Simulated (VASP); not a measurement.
# BaYb2N4 (I4/mmm) in VASP: single point with PBE

Aim: the single point of BaYb2N4 with PBE.

All numbers are computed with VASP 6.6.1; they aren't measurements. Logs are shortened: lines on timing, memory, paths and dates and some standing lists are left out, and cuts for length are marked.

## 1. The cell of the first run

It takes space group I4/mmm (No. 139, tetragonal). The conventional cell has a = 5.784 Å, b = 5.784 Å, c = 6.278 Å, α = 90.00°, β = 90.00°, γ = 90.00°. Ba (site symmetry 4/mmm) is surrounded by 4 N at 2.27 Å. Around Yb (site symmetry -4m2) lie 8 N at 2.59 Å. Around N (site symmetry m2m) lie 1 Ba at 2.27 Å and 2 N at 2.57 Å and 4 Yb at 2.59 Å.

The cell was built by a generator and needn't be a form met in nature.

## 2. Single point, PBE (species swapped into the ErV2Ga4 type (I4/mmm, No. 139))

Input file INCAR:

```
SYSTEM = BaYb2N4
ALGO     = Normal         ! electronic algorithm
EDIFF    = 1E-7           ! SCF threshold, eV
ENCUT    = 520            ! plane-wave cutoff, eV
GGA      = PE             ! functional
ISIF     = 2              ! what is computed and relaxed
ISMEAR   = 0              ! smearing method
LASPH    = .TRUE.         ! aspherical terms in the spheres
LCHARG   = .FALSE.        ! write CHGCAR
LREAL    = .FALSE.        ! projectors in reciprocal space
LWAVE    = .FALSE.        ! write WAVECAR
NBANDS   = 48             ! bands
NELM     = 100            ! most SCF steps
PREC     = Accurate       ! precision mode
SIGMA    = 0.1            ! smearing width, eV
```

Input file KPOINTS:

```
k-points
0
G
  4 4 4
  0 0 0
```

Input file POSCAR:

```
BaYb2N4
1.0
   -2.8922493846      2.8922493846      3.1387511494
    2.8922493846     -2.8922493846      3.1387511494
    2.8922493846      2.8922493846     -3.1387511494
Ba Yb N
1 2 4
Direct
    0.0000000000      0.0000000000      0.0000000000
    0.7500000000      0.2500000000      0.5000000000
    0.2500000000      0.7500000000      0.5000000000
    0.2780714707      0.2780714707      0.5561429413
    0.2780714707      0.7219285293      0.0000000000
    0.7219285293      0.7219285293      0.4438570587
    0.7219285293      0.2780714707      0.0000000000
```

Potentials or basis: VASP PAW PBE potentials, release 64 (Ba_sv, Yb, N).

Started as:

```console
$ cat potpaw_PBE.64/Ba_sv/POTCAR potpaw_PBE.64/Yb/POTCAR potpaw_PBE.64/N/POTCAR > POTCAR
$ mpirun -np 1 vasp_std > vasp.out
```

OUTCAR:

```text
SYSTEM = BaYb2N4
   EDIFF = 1E-7
   ENCUT = 520
   GGA = PE
   ISIF = 2
   ISMEAR = 0
   LASPH = .TRUE.
   LREAL = .FALSE.
   NELM = 100
   PREC = Accurate

 ion  position               nearest neighbor table
   1  0.000  0.000  0.000-   4 2.27   6 2.27   7 2.27   5 2.27   3 3.29   2 3.29   3 3.29   2 3.29
                             2 3.29   3 3.29   2 3.29   3 3.29
   2  0.750  0.250  0.500-   4 2.59   6 2.59   5 2.59   7 2.59   7 2.59   5 2.59   6 2.59   4 2.59
                             3 3.14   3 3.14   1 3.29   1 3.29   1 3.29   1 3.29
   3  0.250  0.750  0.500-   4 2.59   6 2.59   5 2.59   7 2.59   5 2.59   7 2.59   6 2.59   4 2.59
                             2 3.14   2 3.14   1 3.29   1 3.29   1 3.29   1 3.29
   4  0.278  0.278  0.556-   1 2.27   3 2.59   2 2.59   3 2.59   2 2.59
   5  0.278  0.722  0.000-   1 2.27   2 2.59   3 2.59   3 2.59   2 2.59
   6  0.722  0.722  0.444-   1 2.27   2 2.59   3 2.59   2 2.59   3 2.59
   7  0.722  0.278  0.000-   1 2.27   3 2.59   2 2.59   2 2.59   3 2.59

  LATTYP: Found a body centered tetragonal cell.
 ALAT       =     5.7844987692
 C/A-ratio  =     1.0852283922

  Lattice vectors:

 A1 = (  -2.8922493846,   2.8922493846,   3.1387511494)
 A2 = (   2.8922493846,  -2.8922493846,   3.1387511494)
 A3 = (   2.8922493846,   2.8922493846,  -3.1387511494)

Analysis of symmetry for initial positions (statically):
=====================================================================
 Subroutine PRICEL returns:
 Original cell was already a primitive cell.

 Routine SETGRP: Setting up the symmetry group for a
 body centered tetragonal supercell.

 Subroutine GETGRP returns: Found 16 space group operations
 (whereof 16 operations were pure point group operations)
 out of a pool of 16 trial point group operations.

The static configuration has the point symmetry D_4h.

Analysis of symmetry for dynamics (positions and initial velocities):
=====================================================================
 Subroutine PRICEL returns:
 Original cell was already a primitive cell.

 Routine SETGRP: Setting up the symmetry group for a
 body centered tetragonal supercell.

 Subroutine GETGRP returns: Found 16 space group operations
 (whereof 16 operations were pure point group operations)
 out of a pool of 16 trial point group operations.

The dynamic configuration has the point symmetry D_4h.

 Subroutine INISYM returns: Found 16 space group operations
 (whereof 16 operations are pure point group operations),
 and found     1 'primitive' translations

----------------------------------------------------------------------------------------

                                     Primitive cell

  volume of cell :     105.0240

  direct lattice vectors                    reciprocal lattice vectors
    -2.892249385  2.892249385  3.138751149     0.000000000  0.172875826  0.159299026
     2.892249385 -2.892249385  3.138751149     0.172875826  0.000000000  0.159299026
     2.892249385  2.892249385 -3.138751149     0.172875826  0.172875826  0.000000000

  length of vectors
     5.155770726  5.155770726  5.155770726     0.235079201  0.235079201  0.244483337

  position of ions in fractional coordinates (direct lattice)
     0.000000000  0.000000000  0.000000000
     0.750000000  0.250000000  0.500000000
     0.250000000  0.750000000  0.500000000
     0.278071471  0.278071471  0.556142941
     0.278071471  0.721928529  0.000000000
     0.721928529  0.721928529  0.443857059
     0.721928529  0.278071471  0.000000000

  ion indices of the primitive-cell ions
   primitive index   ion index
                 1           1
                 2           2
                 3           3
                 4           4
                 5           5
                 6           6
                 7           7

----------------------------------------------------------------------------------------

 KPOINTS: k-points

Automatic generation of k-mesh.
 Grid dimensions read from file:
 generate k-points for:    4    4    4

 Generating k-lattice:

  Cartesian coordinates                     Fractional coordinates (reciprocal lattice)
     0.000000000  0.043218956  0.039824756     0.250000000  0.000000000  0.000000000
     0.043218956  0.000000000  0.039824756     0.000000000  0.250000000  0.000000000
     0.043218956  0.043218956  0.000000000     0.000000000  0.000000000  0.250000000

  Length of vectors
     0.058769800  0.058769800  0.061120834

  Shift w.r.t. Gamma in fractional coordinates (k-lattice)
     0.000000000  0.000000000  0.000000000

 Subroutine IBZKPT returns following result:
 ===========================================

 Found     13 irreducible k-points:

 Following reciprocal coordinates:
            Coordinates               Weight
  0.000000  0.000000  0.000000      1.000000
  0.250000  0.000000  0.000000      8.000000
  0.500000  0.000000  0.000000      4.000000
  0.250000  0.250000  0.000000      8.000000
  0.500000  0.250000  0.000000     16.000000
 -0.250000  0.250000  0.000000      4.000000
  0.500000  0.500000  0.000000      2.000000
  0.250000  0.250000  0.250000      2.000000
 -0.250000  0.250000  0.250000      4.000000
  0.500000  0.500000  0.250000      4.000000
 -0.250000  0.500000  0.250000      8.000000
 -0.250000 -0.250000  0.250000      2.000000
  0.500000  0.500000  0.500000      1.000000
   k-points           NKPTS =     13   k-points in BZ     NKDIM =     13   number of bands    NBANDS=     48
   number of dos      NEDOS =    301   number of ions     NIONS =      7
   total plane-waves  NPLWV =  64000
   dimension x,y,z NGX =    40 NGY =   40 NGZ =   40
   dimension x,y,z NGXF=    80 NGYF=   80 NGZF=   80
   ions per type =               1   2   4
   NGX,Y,Z   is equivalent  to a cutoff of  12.90, 12.90, 12.90 a.u.
   NGXF,Y,Z  is equivalent  to a cutoff of  25.80, 25.80, 25.80 a.u.
 SYSTEM =  BaYb2N4
   PREC   = accura    normal or accurate (medium, high low for compatibility)
   ISTART =      0    job   : 0-new  1-cont  2-samecut
   ICHARG =      2    charge: 1-file 2-atom 10-const
   ISPIN  =      1    spin polarized calculation?
   LNONCOLLINEAR =      F non collinear calculations
   LSORBIT =      F    spin-orbit coupling
   LASPH  =      T    aspherical Exc in radial PAW
   ENCUT  =  520.0 eV  38.22 Ry    6.18 a.u.   9.59  9.59  9.59*2*pi/ulx,y,z
   NELM   =    100;   NELMIN=  2; NELMDL= -5     # of ELM steps
   EDIFF  = 0.1E-06   stopping-criterion for ELM
   LREAL  =      F    real-space projection
   EDIFFG = 0.1E-05   stopping-criterion for IOM
   NSW    =      0    number of steps for IOM
   IBRION =     -1    ionic relax: 0-MD 1-quasi-New 2-CG
   NFREE  =      0    steps in history (QN), initial steepest desc. (CG)
   ISIF   =      2    stress and relaxation
   ISYM   =      2    0-nonsym 1-usesym 2-fastsym
   POTIM  = 0.5000    time-step for ionic-motion
   TEBEG  =    0.0;   TEEND  =   0.0 temperature during run
   PSTRESS=    0.0 pullay stress
   NELECT =      78.0000    total number of electrons
   NUPDOWN=      -1.0000    fix difference up-down
   EMIN   =  10.00;   EMAX   =-10.00  energy-range for DOS
   EFERMI =   0.00;   METHOD = LEGACY
   ISMEAR =     0;   SIGMA  =   0.10  broadening in eV -4-tet -1-fermi 0-gaus
   EFERMI_NEDOS =   21; number of points for ismear=-14 and -15
   IALGO  =     38    algorithm
   IMIX   =      4    mixing-type and parameters
     AMIX     =   0.40;   BMIX     =  1.00
     AMIX_MAG =   1.60;   BMIX_MAG =  1.00
  volume/ion in A,a.u.               =      15.00       101.25
  Fermi-wavevector in a.u.,A,eV,Ry     =   1.482553  2.801619 29.905110  2.197964
  Thomas-Fermi vector in A             =   2.596325
   LORBIT       =      0    0 simple, 1 ext, 2 COOP (PROOUT), +10 PAW based schemes
   GGA     = PE    functional components
   LHFCALC =     F    Hartree Fock is set to
   AEXX    =    0.0000 exact exchange contribution
   IVDW    =     0    specifies the selected vdW correction
   LEPSILON=     F    determine dielectric tensor
   LRPA    =     F    only Hartree local field effects (RPA)
 non-spin polarized calculation
 Gauss-broadening in eV      SIGMA  =   0.10
  energy-cutoff  :      520.00
  volume of cell :      105.02
 maximum number of plane-waves:      2853
 NGX is ok and might be reduce to    40
   NGX = 19   NGY = 19   NGZ = 19

 number of electron      78.0000020 magnetization

 Free energy of the ion-electron system (eV)
  ---------------------------------------------------
  ext. energy  EPLUGINS =         0.00000000
  ---------------------------------------------------
  free energy    TOTEN  =       -38.60211972 eV

  energy without entropy =      -38.55699660  energy(sigma->0) =      -38.57955816

 E-fermi :   3.0022     XC(G=0): -11.2642

 val. band max:        2.9884055881   @ k =   0.2500   0.2500   0.0000
 cond. band min:       3.0062062518   @ k =  -0.2500   0.2500   0.2500
 fundamental gap:      0.0178006637
 Fermi energy:         3.0021913446

 k-point     1 :       0.0000    0.0000    0.0000
  band No.  band energies     occupation
      1     -48.1528      2.00000
      2     -48.1021      2.00000
      3     -23.5789      2.00000
      4     -20.8175      2.00000
      5     -20.3560      2.00000
      6     -20.3560      2.00000
[... 40 lines left out ...]
     47       8.6829      0.00000
     48       8.7111      0.00000

 k-point     2 :       0.2500    0.0000    0.0000
  band No.  band energies     occupation
      1     -48.1453      2.00000
      2     -48.1095      2.00000
      3     -23.5908      2.00000
      4     -20.7154      2.00000
      5     -20.3577      2.00000
      6     -20.3349      2.00000
[... 40 lines left out ...]
     47       8.7248      0.00000
     48       8.8737      0.00000

 k-point     3 :       0.5000    0.0000    0.0000
  band No.  band energies     occupation
      1     -48.1274      2.00000
      2     -48.1274      2.00000
      3     -23.6028      2.00000
      4     -20.4564      2.00000
      5     -20.4258      2.00000
      6     -20.3547      2.00000
[... 40 lines left out ...]
     47       8.6171      0.00000
     48       8.7033      0.00000

 k-point     4 :       0.2500    0.2500    0.0000
  band No.  band energies     occupation
      1     -48.1281      2.00000
      2     -48.1266      2.00000
      3     -23.6029      2.00000
      4     -20.4515      2.00000
      5     -20.4386      2.00000
      6     -20.3827      2.00000
[... 397 lines left out ...]
     47       8.9090      0.00000
     48       9.6449      0.00000

 k-point    12 :      -0.2500   -0.2500    0.2500
  band No.  band energies     occupation
      1     -48.1289      2.00000
      2     -48.1259      2.00000
      3     -23.5893      2.00000
      4     -20.4298      2.00000
      5     -20.4193      2.00000
      6     -20.4044      2.00000
[... 40 lines left out ...]
     47       8.3524      0.00000
     48       8.6514      0.00000

 k-point    13 :       0.5000    0.5000    0.5000
  band No.  band energies     occupation
      1     -48.1495      2.00000
      2     -48.1049      2.00000
      3     -23.6040      2.00000
      4     -20.8120      2.00000
      5     -20.5010      2.00000
      6     -20.5010      2.00000
[... 40 lines left out ...]
     47       8.7931      0.00000
     48       9.1894      0.00000

------------------------ aborting loop because EDIFF is reached ----------------------------------------

  FORCE on cell =-STRESS in cart. coord.  units (eV):
  Direction    XX          YY          ZZ          XY          YZ          ZX
  --------------------------------------------------------------------------------------
  -------------------------------------------------------------------------------------
  Total        3.0223651      3.0223651      0.2414983      0.0000000      0.0000000      0.0000000
  in kB       46.1072426     46.1072426      3.6841413      0.0000000      0.0000000      0.0000000
  external PRESSURE =      31.9662088 kB  Pullay stress =       0.0000000 kB

 VOLUME and BASIS-vectors are now :
 -----------------------------------------------------------------------------
  energy-cutoff  :      520.00
  volume of cell :      105.02
      direct lattice vectors                 reciprocal lattice vectors
    -2.892249385  2.892249385  3.138751149     0.000000000  0.172875826  0.159299026
     2.892249385 -2.892249385  3.138751149     0.172875826  0.000000000  0.159299026
     2.892249385  2.892249385 -3.138751149     0.172875826  0.172875826  0.000000000

 POSITION                                       TOTAL-FORCE (eV/Angst)
 -----------------------------------------------------------------------------------
      0.00000      0.00000      0.00000        -0.000000      0.000000      0.000000
     -0.00000      2.89225      1.56938        -0.000000      0.000000      0.000000
      2.89225     -0.00000      1.56938         0.000000      0.000000      0.000000
      1.60850      1.60850      0.00000         0.371925      0.371925      0.000000
      1.28375     -1.28375      3.13875        -0.371925      0.371925      0.000000
      1.28375      1.28375      3.13875        -0.371925     -0.371925     -0.000000
     -1.28375      1.28375      3.13875         0.371925     -0.371925     -0.000000
 -----------------------------------------------------------------------------------
    total drift:                                0.000000     -0.000000      0.000000

  FREE ENERGIE OF THE ION-ELECTRON SYSTEM (eV)
  ---------------------------------------------------
  free  energy   TOTEN  =       -38.6021197195 eV

  energy  without entropy=      -38.5569966005  energy(sigma->0) =      -38.57955816
```

Wall time 7.4 min (1 thread of Intel Xeon Platinum 8488C (Sapphire Rapids), shared host); peak memory 0.3 GiB.

Results:

```yaml
Free_energy: -38.6021 eV
Pressure: 3.2 GPa
Largest_force: 0.526 eV/Å
Band_gap_on_the_k_mesh: none (metal or under the smearing width)
```

Forces in eV/Å, atoms in the order of the input:
```
Ba   0.000  0.000  0.000
Yb   0.000  0.000  0.000
Yb   0.000  0.000  0.000
N    0.372  0.372  0.000
N   -0.372  0.372  0.000
N   -0.372 -0.372  0.000
N    0.372 -0.372  0.000
```

Caveat: the k mesh is coarse (spacing up to 0.38 Å⁻¹), so the values aren't converged; without U or exact exchange the open f shell lies at the Fermi level, which spoils levels, moments and volumes.
